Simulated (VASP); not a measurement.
VASP ran on this input.

KPOINTS:
```
Automatic mesh
0
Gamma
8 8 8
0 0 0
```

### POSCAR
```
ZrO2
1
    0.0000000000     2.5839279817     2.5839279817
    2.5839279817     0.0000000000     2.5839279817
    2.5839279817     2.5839279817     0.0000000000
Zr O
1 2
Direct
  0.0000000000   0.0000000000   0.0000000000
  0.2500000000   0.2500000000   0.2500000000
  0.7500000000   0.7500000000   0.7500000000
```

### INCAR
```
ALGO  =  Normal
EDIFF  =  1E-7
ENCUT  =  520
GGA  =  91
ISIF  =  2
ISMEAR  =  0
LASPH  =  .TRUE.
LCHARG  =  .FALSE.
LMAXMIX  =  4
LREAL  =  .FALSE.
LWAVE  =  .FALSE.
NELM  =  100
PREC  =  Accurate
SIGMA  =  0.05
SYSTEM  =  ZrO2
```

POTCAR, in this order: Zr_sv O (PBE.64 set). Program: vasp_std.

Task: Translate this PW91 calculation to Quantum ESPRESSO's pw.x.

Result: One equivalent input (not run):
```
&CONTROL
  calculation = 'scf'
  pseudo_dir = './pseudo'
  outdir = './out'
  tprnfor = .true.
  tstress = .true.
/
&SYSTEM
  ibrav = 0
  nat = 3
  ntyp = 2
  ecutwfc = 84
  occupations = 'smearing'
  smearing = 'gaussian'
  degauss = 0.003675
  input_dft = 'pw91'
/
&ELECTRONS
  conv_thr = 7.3e-09
  electron_maxstep = 100
/
ATOMIC_SPECIES
  Zr 91.224 Zr.upf
  O 15.999 O.upf
CELL_PARAMETERS angstrom
     0.0000000    2.5839280    2.5839280
     2.5839280    0.0000000    2.5839280
     2.5839280    2.5839280    0.0000000
ATOMIC_POSITIONS crystal
  Zr   0.0000000  0.0000000  0.0000000
  O    0.2500000  0.2500000  0.2500000
  O    0.7500000  0.7500000  0.7500000
K_POINTS automatic
  8 8 8 0 0 0
```
What does not carry over: the potentials are each code's own (VASP's PAW set, PseudoDojo norm-conserving files in pw.x), so ENCUT and ecutwfc are chosen apart and not converted; conv_thr bounds pw.x's estimated SCF error, while EDIFF bounds the energy change between steps.

The compound is ZrO2 in the fluorite structure, the high-temperature cubic form, which is unstable at 0 K; the monoclinic form is the stable one. This cell is one point of a volume scan, at 1.03 of the reference volume.
